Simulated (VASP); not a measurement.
Input:

```xyz
4
Lattice="3.0887 0.0000 0.0000 -1.5444 2.6749 0.0000 0.0000 0.0000 9.7765" Properties=species:S:1:pos:R:3 pbc="T T T"
Zr     0.0000     0.0000     0.0000
Zr    -1.5444     2.6749     4.8882
Al     0.0000     1.7833     2.4441
Al     1.5444     0.8916     7.3324
```

All values below come from PBE GGA, VASP's PBE PAW potentials (set 64) (plane waves; VASP). Run with 400 eV cut-off, Gaussian smearing of 0.050 eV, potentials Zr_sv Al.

Task: Predict the band gap (along the path) with the smallest direct gap where there is one.

Result: 
```
Item                                                          Value
-------------------------  ----------------------------------------
band gap (along the path)  none (metal, semimetal or under 0.01 eV)
```

The absolute energy has meaning only against runs of the same code, potentials and settings.

The structure was generated: ZrAl was put into the NiAs type type (P6_3/mmc), which need not be its known phase. It was relaxed first, which changed the volume by -36 %.
